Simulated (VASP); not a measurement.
```
YN
1.0
    0.00000     2.49135     2.49135
    2.49135     0.00000     2.49135
    2.49135     2.49135     0.00000
Y N
1 1
Direct
  0.00000   0.00000   0.00000
  0.50000   0.50000   0.50000
```

All values below come from vdW-DF2, VASP's PBE PAW potentials (set 64) (plane waves; VASP). Run with 520 eV cut-off, 9×9×9 Γ-centred mesh, Gaussian smearing of 0.050 eV, potentials Y_sv N.

Problem. Estimate the energy per atom (σ→0).

Solution. 
| Item | Value |
|---|---|
| energy per atom (σ→0) | -7002 meV/atom |

Total energies compare only between runs with the same potentials, cut-off and functional.

The compound is YN in the rock salt structure. It was relaxed first, which changed the volume by +6 %.
